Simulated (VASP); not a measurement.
Consider the following.

```yaml
crystal:
  lattice:
    - [3.99980, 2.30929, 3.29022]
    - [-3.99980, 2.30929, 3.29022]
    - [0.00000, -4.61857, 3.29022]
  atoms:
    - { symbol: Cs, position: [0.50000, 0.50000, 0.50000] }
    - { symbol: Pb, position: [0.00000, 0.00000, 0.00000] }
    - { symbol: Cl, position: [0.50000, 0.01820, 0.98180] }
    - { symbol: Cl, position: [0.98180, 0.50000, 0.01820] }
    - { symbol: Cl, position: [0.01820, 0.98180, 0.50000] }
```

All values below come from r2SCAN meta-GGA, VASP's PBE PAW potentials (set 64) (plane waves; VASP). Numerical set-up: 400 eV cut-off, 5×5×5 Γ-centred mesh, tetrahedra with Blöchl corrections, potentials Cs_sv Pb_d Cl.

Unless said otherwise, spin-orbit coupling is left out, though it shifts the bands of the heavy elements here.

Q: Give the energies of bands 13 to 25 at the high-symmetry points, in eV from the valence-band maximum.

A: 
```tsv
band	Γ	T	H2	L	S0	F
13	-6.54	-8.23	-8.23	-7.47	-8.16	-8.16
14	-4.45	-3.07	-3.07	-4.37	-4.24	-4.24
15	-4.44	-3.06	-3.06	-4.37	-3.27	-3.27
16	-4.44	-3.06	-3.06	-3.02	-2.76	-2.76
17	-2.51	-2.66	-2.66	-2.70	-2.72	-2.72
18	-2.51	-2.66	-2.66	-2.62	-2.68	-2.68
19	-2.49	-2.13	-2.13	-2.53	-2.66	-2.66
20	-2.41	-2.09	-2.09	-2.50	-2.59	-2.59
21	-2.41	-2.09	-2.09	-2.48	-2.10	-2.10
22	-2.40	0.00	0.00	-1.60	-0.78	-0.78
23	4.05	2.54	2.53	3.53	3.07	3.07
24	4.93	2.54	2.54	5.37	3.08	3.08
25	4.93	2.54	2.54	5.69	5.41	5.41
```

The gap is direct, 2.53 eV, from the valence maximum at H2 to the conduction minimum at H2.

The structure comes from a computed database's CsPbCl3 entry (R32); how it stands against other phases isn't given here. It was relaxed first.
